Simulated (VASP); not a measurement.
Here is the system:

```
CELL_PARAMETERS angstrom
      5.23496     0.00000     0.00000
     -2.61748     4.53361     0.00000
      0.00000     0.00000     3.18399
ATOMIC_POSITIONS crystal
  Sn 0.00000 0.00000 0.00000
  Sn 0.33333 0.66667 0.50000
  Sn 0.66667 0.33333 0.50000
```

Level of theory: PBE GGA, VASP's PBE PAW potentials (set 64) (plane waves; VASP). Run with 300 eV cut-off, 6×6×8 Γ-centred mesh, Fermi-Dirac smearing of 0.10 eV, potentials Sn_d.

At this cut-off the stress carries a Pulay error, which pulls relaxed volumes low.

Problem. Give the stress tensor in GPa (positive for a compressed cell).

Solution. 
```
6.92  0.00  0.00
0.00  6.92  0.00
0.00  0.00  2.91
```
The pressure is its mean diagonal, 5.58 GPa.

The structure was generated: Sn was put into an ordered model structure, which need not be its known phase. The cell was not relaxed at this level.
